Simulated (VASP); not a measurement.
OSZICAR of a VASP run on BaHfO3 (cubic perovskite):

### OSZICAR
```
       N       E                     dE             d eps       ncg     rms          rms(c)
DAV:   1     0.255584091598E+03    0.25558E+03   -0.23550E+04   460   0.185E+03
DAV:   2    -0.362103495972E+02   -0.29179E+03   -0.28565E+03   613   0.374E+02
DAV:   3    -0.503484720927E+02   -0.14138E+02   -0.14115E+02   603   0.804E+01
DAV:   4    -0.506108730411E+02   -0.26240E+00   -0.26235E+00   685   0.990E+00
DAV:   5    -0.506136822269E+02   -0.28092E-02   -0.28090E-02   596   0.842E-01    0.574E+01
DAV:   6    -0.437088104547E+02    0.69049E+01   -0.43077E+01   558   0.380E+01    0.514E+01
DAV:   7    -0.436000436627E+02    0.10877E+00   -0.24618E+00   624   0.103E+01    0.330E+01
DAV:   8    -0.435847143227E+02    0.15329E-01   -0.37357E-01   587   0.518E+00    0.536E+00
DAV:   9    -0.435671972022E+02    0.17517E-01   -0.11073E-01   572   0.209E+00    0.160E+00
DAV:  10    -0.435669745680E+02    0.22263E-03   -0.11545E-02   579   0.725E-01    0.637E-01
DAV:  11    -0.435667962606E+02    0.17831E-03   -0.95268E-04   594   0.212E-01    0.182E-01
DAV:  12    -0.435668325134E+02   -0.36253E-04   -0.96107E-05   667   0.689E-02    0.174E-01
DAV:  13    -0.435668371797E+02   -0.46663E-05   -0.15546E-05   594   0.272E-02    0.859E-03
DAV:  14    -0.435668372464E+02   -0.66742E-07   -0.78840E-07   426   0.672E-03
   1 F= -.43566837E+02 E0= -.43566837E+02  d E =-.435668E+02
       N       E                     dE             d eps       ncg     rms          rms(c)
DAV:   1    -0.435691628997E+02   -0.23257E-02   -0.61976E-02   474   0.193E+00    0.771E-01
DAV:   2    -0.435671756058E+02    0.19873E-02   -0.10522E-02   530   0.635E-01    0.167E-01
DAV:   3    -0.435668702586E+02    0.30535E-03   -0.66958E-04   631   0.183E-01    0.125E-01
DAV:   4    -0.435667990557E+02    0.71203E-04   -0.32090E-04   638   0.117E-01    0.978E-02
DAV:   5    -0.435668008308E+02   -0.17752E-05   -0.11319E-05   658   0.179E-02    0.132E-01
DAV:   6    -0.435667974719E+02    0.33590E-05   -0.83980E-06   641   0.192E-02    0.315E-02
DAV:   7    -0.435667966227E+02    0.84914E-06   -0.12009E-06   357   0.674E-03
   2 F= -.43566797E+02 E0= -.43566797E+02  d E =0.406237E-04
       N       E                     dE             d eps       ncg     rms          rms(c)
DAV:   1    -0.435676944658E+02   -0.89699E-03   -0.20984E-02   474   0.112E+00    0.436E-01
DAV:   2    -0.435670386150E+02    0.65585E-03   -0.34339E-03   488   0.364E-01    0.952E-02
DAV:   3    -0.435669364344E+02    0.10218E-03   -0.21492E-04   638   0.105E-01    0.688E-02
DAV:   4    -0.435669146083E+02    0.21826E-04   -0.10500E-04   617   0.670E-02    0.548E-02
DAV:   5    -0.435669141106E+02    0.49773E-06   -0.37597E-06   611   0.103E-02
   3 F= -.43566914E+02 E0= -.43566914E+02  d E =-.768642E-04
```

Which electronic solver shows in the log?

It is blocked Davidson (ALGO = Normal, or the opening steps of other solvers). The INCAR had ALGO = Normal.

Can the final energy be trusted as converged?

The calculation finished and met its thresholds. It stopped with EDIFF = 1E-6, NELM = 100, NSW = 40 and EDIFFG = -0.02 after 3 ionic steps (PBE GGA, plane waves, VASP's PBE PAW potentials (set 64)).

The compound is BaHfO3 in the cubic perovskite structure. This run relaxes it. Symmetry was kept, so distortions that lower it aren't found.
